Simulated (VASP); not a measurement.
Method: PBEsol GGA, VASP's PBE PAW potentials (set 64) (plane waves; VASP).

VASP input:

POSCAR:
```
SiSnPd5
1
    3.9816200000     0.0000000000     0.0000000000
    0.0000000000     3.9816200000     0.0000000000
    0.0000000000     0.0000000000     6.9375100000
Si Sn Pd
1 1 5
Direct
  0.0142200000  -0.0079830000   0.5036930000
  0.4933060000   0.5066020000  -0.0069670000
  0.0009150000  -0.0110780000   0.0036920000
  0.4915480000   0.0091200000   0.7050730000
  0.4997220000   0.0041560000   0.2914730000
 -0.0092000000   0.4982680000   0.6997410000
  0.0094890000   0.5009160000   0.3032950000
```

**INCAR**
```
ALGO = Normal
EDIFF = 1E-6
ENCUT = 300
GGA = PS
ISIF = 2
ISMEAR = 0
LASPH = .True.
LCHARG = .False.
LMAXMIX = 4
LREAL = .False.
LWAVE = .False.
NELM = 100
PREC = Accurate
SIGMA = 0.05
SYSTEM = SiSnPd5
```

### KPOINTS
```
kpoints
0
G
  7 7 4
```

POTCAR, in this order: Si Sn_d Pd (PBE.64 set). Program: vasp_std.

At this cut-off the stress carries a Pulay error, which pulls relaxed volumes low. Unless said otherwise, spin-orbit coupling is left out, though it shifts the bands of the heavy elements here.

Estimate the energy per atom (σ→0), pressure, largest force, band gap (on the k-mesh).

```json
{
 "energy per atom (σ→0)": "-6.323 eV/atom",
 "band gap (on the k-mesh)": "none (metal, semimetal or under 0.01 eV)",
 "pressure": "-33.9 kbar",
 "largest_force": "0.844 eV/Å"
}
```

OSZICAR:
```
...
DAV:   9    -0.442619363440E+02    0.16538E-01   -0.80982E-02  9024   0.308E+00    0.370E-01
DAV:  10    -0.442609537121E+02    0.98263E-03   -0.60922E-03  9072   0.763E-01    0.226E-01
DAV:  11    -0.442608732122E+02    0.80500E-04   -0.19010E-03  9736   0.411E-01    0.104E-01
DAV:  12    -0.442607948950E+02    0.78317E-04   -0.43747E-04  8808   0.239E-01    0.433E-02
DAV:  13    -0.442607755098E+02    0.19385E-04   -0.13176E-04  9168   0.109E-01    0.186E-02
DAV:  14    -0.442607734013E+02    0.21086E-05   -0.16570E-05  9184   0.438E-02    0.374E-03
DAV:  15    -0.442607733676E+02    0.33655E-07   -0.12623E-06  4880   0.112E-02
   1 F= -.44260773E+02 E0= -.44259582E+02  d E =-.238231E-02
```

The structure comes from a computed database's SiSnPd5 entry (P4/mmm); how it stands against other phases isn't given here. The cell was not relaxed at this level, atoms are displaced from their ideal sites.
